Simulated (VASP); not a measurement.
Crystal: GaCo.

```xyz
2
Lattice="2.8831 0.0000 0.0000 0.0000 2.8831 0.0000 0.0000 0.0000 2.8831" Properties=species:S:1:pos:R:3 pbc="T T T"
Ga    1.4416    1.4416    1.4416
Co    0.0000    0.0000    0.0000
```

Base run:

- Program: VASP 6.6.1
- Functional: revPBE
- Potentials or basis: VASP PAW PBE potentials, release 64 (Ga_d, Co)
- Cutoff: 520 eV
- k mesh: 16 × 16 × 16
- Occupations: gaussian, width 0.15 eV
- Spin: no spin polarisation

Its results: band gap on the k mesh none (metal or under the smearing width); pressure 3.3 GPa.

Task: The run is repeated on the same cell with these changes: functional from revPBE to PBEsol; further incar settings from ALGO = Normal; EDIFF = 1e-07; NBANDS = 18 to ALGO = Fast; EDIFF = 1e-06; NBANDS = 18. What comes out?

Result: Band gap on the k mesh none (metal or under the smearing width); pressure -7.7 GPa.

Caveats: the PAW data sets were made with another functional, which shifts forces and pressure a little.
